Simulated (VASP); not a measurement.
Given:

```
HfN
1.0
    0.00000     2.30220     2.30220
    2.30220     0.00000     2.30220
    2.30220     2.30220     0.00000
Hf N
1 1
Direct
  0.00000   0.00000   0.00000
  0.50000   0.50000   0.50000
```

Method: rev-vdW-DF2, VASP's PBE PAW potentials (set 64) (plane waves; VASP 6.6.1). Settings: 520 eV cut-off, 14×14×14 Γ-centred mesh, first-order Methfessel-Paxton smearing of 0.10 eV, potentials Hf_pv N.

**Question.** The job: HfN (rock salt), 2 atoms, rev-vdW-DF2, static run, 520 eV, 14×14×14 Γ-centred mesh. Roughly how much core time does it take on a busy server core?

**Answer.** About 20 core-seconds (one run on a shared machine, a rough figure). It had 104 irreducible k-points, 11 bands, up to 670 plane waves and 14 electronic steps.

The compound is HfN in the rock salt structure. This cell is one point of a volume scan, at 1.06 of the reference volume.
